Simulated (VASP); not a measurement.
Output of a VASP run:

OSZICAR:
```
       N       E                     dE             d eps       ncg     rms          rms(c)
DAV:   1     0.424369320492E+03    0.42437E+03   -0.24282E+04  1032   0.137E+03
DAV:   2     0.147902159849E+02   -0.40958E+03   -0.39953E+03  1043   0.338E+02
DAV:   3    -0.299667052593E+02   -0.44757E+02   -0.44378E+02  1136   0.116E+02
DAV:   4    -0.314238862178E+02   -0.14572E+01   -0.14544E+01  1210   0.202E+01
DAV:   5    -0.314427219584E+02   -0.18836E-01   -0.18828E-01  1192   0.241E+00    0.139E+01
DAV:   6    -0.286973004286E+02    0.27454E+01   -0.89848E+00  1380   0.526E+01    0.109E+01
DAV:   7    -0.287438979951E+02   -0.46598E-01   -0.49564E+00  1105   0.125E+01    0.501E+00
DAV:   8    -0.286953818963E+02    0.48516E-01   -0.23276E-01  1359   0.315E+00    0.165E+00
DAV:   9    -0.286897210858E+02    0.56608E-02   -0.51921E-02  1252   0.253E+00    0.304E-01
DAV:  10    -0.286896428845E+02    0.78201E-04   -0.32462E-03  1208   0.370E-01    0.225E-01
DAV:  11    -0.286895832030E+02    0.59682E-04   -0.10124E-03  1331   0.149E-01    0.660E-02
DAV:  12    -0.286895691695E+02    0.14033E-04   -0.11933E-04  1248   0.898E-02    0.399E-02
DAV:  13    -0.286895677333E+02    0.14362E-05   -0.24581E-05  1153   0.218E-02    0.214E-02
DAV:  14    -0.286895668687E+02    0.86463E-06   -0.26394E-06   968   0.214E-02
   1 F= -.28689567E+02 E0= -.28674085E+02  d E =-.309644E-01
```

File OUTCAR:
```
------------------------ aborting loop because EDIFF is reached ----------------------------------------
  FORCE on cell =-STRESS in cart. coord.  units (eV):
  Direction    XX          YY          ZZ          XY          YZ          ZX
  --------------------------------------------------------------------------------------
  Total        7.0560966      7.0560966      4.3416118      0.0000000     -0.0000000      0.0000000
  in kB       75.3611905     75.3611905     46.3696928      0.0000000     -0.0000000      0.0000000
  external PRESSURE =      65.6973579 kB  Pullay stress =       0.0000000 kB
  volume of cell :      150.01
      direct lattice vectors                 reciprocal lattice vectors
     3.877527000  0.000000000  0.000000000     0.257896334  0.000000000  0.000000000
     0.000000000  3.877527000  0.000000000     0.000000000  0.257896334  0.000000000
     0.000000000  0.000000000  9.977407000     0.000000000  0.000000000  0.100226442
 POSITION                                       TOTAL-FORCE (eV/Angst)
 -----------------------------------------------------------------------------------
      0.00000      0.00000      4.98870        -0.000000      0.000000      0.000000
      1.93876      0.00000      8.46523        -0.000000      0.000000      0.333843
      1.93876      0.00000      1.51218        -0.000000      0.000000     -0.333843
      0.00000      1.93876      8.46523        -0.000000      0.000000      0.333843
      0.00000      1.93876      1.51218         0.000000      0.000000     -0.333843
      1.93876      1.93876      7.25058         0.000000     -0.000000     -1.171967
      1.93876      1.93876      2.72683        -0.000000     -0.000000      1.171967
      0.00000      0.00000      0.00000        -0.000000      0.000000      0.000000
 -----------------------------------------------------------------------------------
    total drift:                                0.000000      0.000000      0.000000
  FREE ENERGIE OF THE ION-ELECTRON SYSTEM (eV)
  ---------------------------------------------------
  free  energy   TOTEN  =       -28.6895668687 eV

  energy  without entropy=      -28.6586024951  energy(sigma->0) =      -28.67408468
```
(Selected blocks of OUTCAR.)

**POSCAR**
```
CsZn4P3
1
    3.8775270000     0.0000000000     0.0000000000
    0.0000000000     3.8775270000     0.0000000000
    0.0000000000     0.0000000000     9.9774070000
Cs Zn P
1 4 3
Direct
  0.0000000000   0.0000000000   0.5000000000
  0.5000000000   0.0000000000   0.8484400000
  0.5000000000   0.0000000000   0.1515600000
  0.0000000000   0.5000000000   0.8484400000
  0.0000000000   0.5000000000   0.1515600000
  0.5000000000   0.5000000000   0.7267000000
  0.5000000000   0.5000000000   0.2733000000
  0.0000000000   0.0000000000   0.0000000000
```

Question: Reconstruct the remaining input files.

Answer: Several could match; the one computed here: the input of the run itself, LDA (Ceperley-Alder, Perdew-Zunger), plane waves, VASP's LDA PAW potentials (set 64).

INCAR:
```
SYSTEM = CsZn4P3
PREC = Accurate
ENCUT = 300
EDIFF = 1E-6
NELM = 100
ALGO = Normal
LREAL = .FALSE.
LASPH = .TRUE.
ISMEAR = -1
SIGMA = 0.1
LMAXMIX = 4
LWAVE = .FALSE.
LCHARG = .FALSE.
ISIF = 2
```

File KPOINTS:
```
Regular mesh
0
gamma
4 4 2
0 0 0
```

POTCAR, in this order: Cs_sv Zn P (LDA.64 set). Program: vasp_std.

At this cut-off the stress carries a Pulay error, which pulls relaxed volumes low.

The structure comes from a computed database's CsZn4P3 entry; how it stands against other phases isn't given here. The cell was not relaxed at this level, and its volume differs by -5.9 % from the start's. The k-mesh is coarse (spacing up to 0.41 per Å, 2π included), so the numbers may not be converged in it.
